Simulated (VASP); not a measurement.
Here is the system:

```
HfO2
1.0
    0.00000     2.55016     2.55016
    2.55016     0.00000     2.55016
    2.55016     2.55016     0.00000
Hf O
1 2
Direct
  0.00000   0.00000   0.00000
  0.25000   0.25000   0.25000
  0.75000   0.75000   0.75000
```

Calculation: PBE GGA, VASP's PBE PAW potentials (set 64) (plane waves; VASP). Run with 400 eV cut-off, 8×8×8 Γ-centred mesh, Fermi-Dirac smearing of 0.010 eV, potentials Hf_pv O.

At this cut-off the stress carries a Pulay error, which pulls relaxed volumes low.

### Question
Give the stress tensor in GPa (positive for a compressed cell).

### Answer

```
-9.98   0.00   0.00
 0.00  -9.98   0.00
 0.00   0.00  -9.98
```
The pressure is its mean diagonal, -9.98 GPa.

The structure is a typed HfO2 crystal (Fm-3m). The cell was not relaxed at this level.
